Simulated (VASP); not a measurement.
Output of a VASP run:

File OSZICAR:
```
       N       E                     dE             d eps       ncg     rms          rms(c)
DAV:   1     0.369714751990E+03    0.36971E+03   -0.15935E+04  2856   0.382E+02
DAV:   2     0.227735214167E+02   -0.34694E+03   -0.32921E+03  3104   0.131E+02
DAV:   3    -0.187364552611E+02   -0.41510E+02   -0.40744E+02  3200   0.556E+01
DAV:   4    -0.203366712917E+02   -0.16002E+01   -0.15985E+01  3232   0.117E+01
DAV:   5    -0.204331103202E+02   -0.96439E-01   -0.96431E-01  4088   0.240E+00    0.669E+00
DAV:   6    -0.201333329700E+02    0.29978E+00   -0.94769E-02  3860   0.180E+00    0.445E+00
DAV:   7    -0.201280439626E+02    0.52890E-02   -0.12873E-01  3104   0.930E-01    0.774E-01
DAV:   8    -0.201185899635E+02    0.94540E-02   -0.31080E-02  2976   0.491E-01    0.431E-01
DAV:   9    -0.201179007137E+02    0.68925E-03   -0.46366E-03  3672   0.189E-01    0.289E-01
DAV:  10    -0.201179438707E+02   -0.43157E-04   -0.90870E-04  3224   0.654E-02    0.592E-02
DAV:  11    -0.201179466321E+02   -0.27614E-05   -0.77796E-05  3128   0.245E-02    0.411E-02
DAV:  12    -0.201179502097E+02   -0.35776E-05   -0.26743E-05  3224   0.110E-02    0.179E-02
DAV:  13    -0.201179559636E+02   -0.57539E-05   -0.28453E-06  3144   0.446E-03    0.810E-03
DAV:  14    -0.201179767021E+02   -0.20738E-04   -0.57787E-07  2948   0.225E-03    0.475E-03
DAV:  15    -0.201180046961E+02   -0.27994E-04   -0.15282E-06  2704   0.275E-03    0.547E-03
DAV:  16    -0.201180202245E+02   -0.15528E-04   -0.21842E-07  2872   0.150E-03    0.340E-03
DAV:  17    -0.201180265052E+02   -0.62808E-05   -0.52832E-08  2796   0.655E-04    0.947E-04
DAV:  18    -0.201180338197E+02   -0.73145E-05   -0.67741E-08  2828   0.513E-04    0.167E-03
DAV:  19    -0.201180371121E+02   -0.32924E-05   -0.28019E-08  2848   0.302E-04    0.102E-03
DAV:  20    -0.201180404882E+02   -0.33761E-05   -0.13325E-08  2744   0.327E-04    0.510E-04
DAV:  21    -0.201180423118E+02   -0.18236E-05   -0.66365E-09  2652   0.213E-04    0.412E-04
DAV:  22    -0.201180427994E+02   -0.48763E-06   -0.13744E-09  2580   0.886E-05    0.155E-04
DAV:  23    -0.201180431104E+02   -0.31098E-06   -0.62197E-10  2552   0.627E-05    0.568E-05
DAV:  24    -0.201180431323E+02   -0.21896E-07    0.62833E-11  2816   0.230E-05
   1 F= -.20118043E+02 E0= -.20118043E+02  d E =-.108042E-16
 imaginary and real dielectric function
```

### OUTCAR
```
------------------------ aborting loop because EDIFF is reached ----------------------------------------
  FORCE on cell =-STRESS in cart. coord.  units (eV):
  Direction    XX          YY          ZZ          XY          YZ          ZX
  --------------------------------------------------------------------------------------
  Total       -0.0343853     -0.0343853     -0.0529751     -0.0000000      0.0000000      0.0000000
  in kB       -0.1410492     -0.1410491     -0.2173050     -0.0000000      0.0000000      0.0000000
  external PRESSURE =      -0.1664678 kB  Pullay stress =       0.0000000 kB
  volume of cell :      390.58
      direct lattice vectors                 reciprocal lattice vectors
     4.346957028  0.000000000  0.000000000     0.230045982  0.132817115  0.000000000
    -2.173478514  3.764575058  0.000000000     0.000000000  0.265634231  0.000000000
     0.000000000  0.000000000 23.867760783     0.000000000  0.000000000  0.041897521
 POSITION                                       TOTAL-FORCE (eV/Angst)
 -----------------------------------------------------------------------------------
     -0.00000      2.50972      9.90622        -0.000000      0.000000     -0.050130
      0.00000      0.00000     13.96154         0.000000     -0.000000      0.050130
      0.00000      0.00000      8.18333         0.000000     -0.000000      0.026059
      2.17348      1.25486     11.93388         0.000000     -0.000000     -0.000000
     -0.00000      2.50972     15.68443        -0.000000     -0.000000     -0.026059
 -----------------------------------------------------------------------------------
    total drift:                                0.002319     -0.001339      0.000728
  FREE ENERGIE OF THE ION-ELECTRON SYSTEM (eV)
  ---------------------------------------------------
  free  energy   TOTEN  =       -20.1180431323 eV

  energy  without entropy=      -20.1180431323  energy(sigma->0) =      -20.11804313

 plasma frequency squared (from intraband transitions) (eV^2)
  --------------------------------------------------------------------------------------
       0.000       0.000       0.000
       0.000       0.000      -0.000
       0.000      -0.000       0.000

 plasma frequency squared (from interband transitions, int dw w eps(2)(w)) (eV^2)
  --------------------------------------------------------------------------------------
     119.237       0.000       0.000      -0.000       0.000      -0.000
       0.000       0.000     119.237       0.000       0.000      -0.000
       0.000       0.000       0.000       0.000     118.443       0.000
```
(Selected blocks of OUTCAR.)

POSCAR:
```
Bi2Te3
1
    4.3469570281    -0.0000000000     0.0000000000
   -2.1734785140     3.7645750582    -0.0000000000
    0.0000000000     0.0000000000    23.8677607830
Bi Te
2 3
Direct
  0.3333330000   0.6666670000   0.4150462368
  0.0000000000   0.0000000000   0.5849537632
  1.0000000000   1.0000000000   0.3428610729
  0.6666670000   0.3333330000   0.5000000000
  0.3333330000   0.6666670000   0.6571389271
```

**Question.** Reconstruct the remaining input files.

**Answer.** This is not unique; one that fits is the input of the run itself, PBEsol GGA, plane waves, VASP's PBE PAW potentials (set 64).

**KPOINTS**
```
Automatic mesh
0
Gamma
11 11 1
0 0 0
```

**INCAR**
```
# general
SYSTEM =Bi2Te3
PREC   =Accurate
ENCUT  =400
LREAL  =.False.   # projection in real space or not
LASPH  =.True.   # aspherical one-centre terms
NBANDS =84

# electronic loop
EDIFF  =1E-7   # SCF stop (eV)
NELM   =100   # most electronic steps
ALGO   =Normal   # blocked Davidson
LMAXMIX=4   # l cut-off of mixed one-centre charges

# smearing
ISMEAR =0
SIGMA  =0.01   # width (eV)

# functional
GGA    =PS

# output
LWAVE  =.False.
LCHARG =.False.
NEDOS  =1001   # DOS grid

# other
LOPTICS=.True.
CSHIFT =0.1
```

POTCAR, in this order: Bi_d Te (PBE.64 set). Program: vasp_std.

The cell holds a wide vacuum, so values per volume refer to the whole cell. The dielectric response may not be converged in the k-mesh; for small gaps it tends to come out too large.

The cell is a sheet with vacuum, built from a generated structure.
